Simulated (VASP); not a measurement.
Here is the system:

```
NiSi2
1.0
    0.00000     2.73741     2.73741
    2.73741     0.00000     2.73741
    2.73741     2.73741     0.00000
Si Ni
2 1
Direct
  0.25000   0.25000   0.25000
  0.75000   0.75000   0.75000
  0.00000   0.00000   0.00000
```

The numbers are results of revPBE GGA, VASP's PBE PAW potentials (set 64) (plane waves; VASP), not measurements. Numerical set-up: 520 eV cut-off, 10×10×10 Γ-centred mesh, first-order Methfessel-Paxton smearing of 0.10 eV, potentials Si Ni.

### Question
Estimate the energy per atom (σ→0), band gap (on the k-mesh) with the smallest direct gap where there is one.

### Answer

```json
{
 "band gap (on the k-mesh)": "none (metal, semimetal or under 0.01 eV)",
 "energy per atom (σ→0)": "-5.488 eV/atom"
}
```

Total energies compare only between runs with the same potentials, cut-off and functional.

The compound is NiSi2 in the fluorite structure. It was relaxed first. The run is not spin-polarised, so no magnetic state was tried.
